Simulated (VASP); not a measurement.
A run of VASP 6.6.1:

The input run.py:

```python
from ase.calculators.vasp import Vasp
from ase.dft.bandgap import bandgap
from ase.io import read

atoms = read('Be2Si.cif')
calc = Vasp(
    directory='calc',
    xc='pbe',
    pp='PBE',
    setups='minimal',
    prec='Accurate',
    encut=500,
    ediff=1e-06,
    ismear=0,
    sigma=0.1,
    lreal=False,
    lasph=True,
    nelm=100,
    algo='Normal',
    isif=2,
    lwave=False,
    lcharg=False,
    kpts=[9, 9, 9],
    gamma=True,
    nbands=11,
)
atoms.calc = calc

print('energy (eV):', atoms.get_potential_energy())
print('free energy (eV):', atoms.get_potential_energy(force_consistent=True))
print('forces (eV/A):')
print(atoms.get_forces())
print('stress (eV/A^3, Voigt):', atoms.get_stress())
print('Fermi level (eV):', calc.get_fermi_level())
gap, top, bottom = bandgap(calc)
print('band gap (eV):', gap, 'from (spin, k, band)', top, 'to', bottom)
```

The input Be2Si.cif:

```cif
data_Be2Si
_cell_length_a 3.73352380
_cell_length_b 3.73352380
_cell_length_c 3.73352380
_cell_angle_alpha 60.00000000
_cell_angle_beta 60.00000000
_cell_angle_gamma 60.00000000
_space_group_name_H-M_alt 'P1'
_space_group_name_Hall 'P 1'
_space_group_IT_number 1
loop_
_space_group_symop_operation_xyz
'x,y,z'
loop_
_atom_site_label
_atom_site_type_symbol
_atom_site_symmetry_multiplicity
_atom_site_Wyckoff_symbol
_atom_site_fract_x
_atom_site_fract_y
_atom_site_fract_z
_atom_site_occupancy
Si1 Si 1 a 0.0000000000 0.0000000000 0.0000000000 1
Be1 Be 1 a 0.2500000000 0.2500000000 0.2500000000 1
Be2 Be 1 a 0.7500000000 0.7500000000 0.7500000000 1
```

Potentials or basis: VASP PAW PBE potentials, release 64 (Si, Be).

The run is started by

```bash
$ python run.py
```

Hardware: 1 thread of Intel(R) Xeon(R) 6975P-C (Granite Rapids), on a shared host.

Question: How long does it take, and how much memory?

Answer: Run time: 8.6 s on 1 thread of Intel(R) Xeon(R) 6975P-C (Granite Rapids), on a shared host, peak memory 0.15 GiB. Counts: scf iterations 11, k points 35.
